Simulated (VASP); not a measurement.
A run of VASP 6.6.1 is set up as follows.

The input INCAR:

```
PREC = Accurate
ENCUT = 600
EDIFF = 1E-6
ISMEAR = 0
SIGMA = 0.05
LREAL = False
LASPH = True
NELM = 80
ALGO = Fast
ISIF = 3
LWAVE = False
LCHARG = False
GGA = PE
IBRION = 2
NSW = 40
EDIFFG = -0.01
```

File KPOINTS:

```
regular mesh
0
Gamma
  6 6 6
```

POSCAR

```
RbGeN
1.0
   -2.5348500000      2.5348500000      6.3817200000
    2.5348500000     -2.5348500000      6.3817200000
    2.5348500000      2.5348500000     -6.3817200000
Rb Ge N
2 2 2
Direct
    0.5503900000      0.5503900000      0.0000000000
    0.3003900000      0.8003900000      0.5000000000
    0.0299400000      0.0299400000      0.0000000000
    0.7799400000      0.2799400000      0.5000000000
    0.1655800000      0.1655800000      0.0000000000
    0.9155800000      0.4155800000      0.5000000000
```

Potentials or basis: VASP PAW PBE potentials, release 64 (Rb_sv, Ge_d, N).

Launch:

```bash
$ cat potpaw_PBE.64/Rb_sv/POTCAR potpaw_PBE.64/Ge_d/POTCAR potpaw_PBE.64/N/POTCAR > POTCAR
$ mpirun -np 1 vasp_std > vasp.out
```

Problem. Predict the relaxed cell.

Solution. a = 7.314 Å, b = 7.314 Å, c = 7.314 Å, α = 139.46°, β = 139.46°, γ = 58.68°.

Problem. Predict the relaxed volume.

Solution. 27.30 Å³/atom.

Step by step:
```
step  energy change (eV)  largest force (eV/Å)  pressure (GPa)  volume (Å³)
   1              0.0000                0.1018           -0.24       164.02
   2              0.0030                0.3333            0.49       163.03
   3             -0.0012                0.0257            0.06       163.71
   4             -0.0012                0.0043            0.01       163.77
```
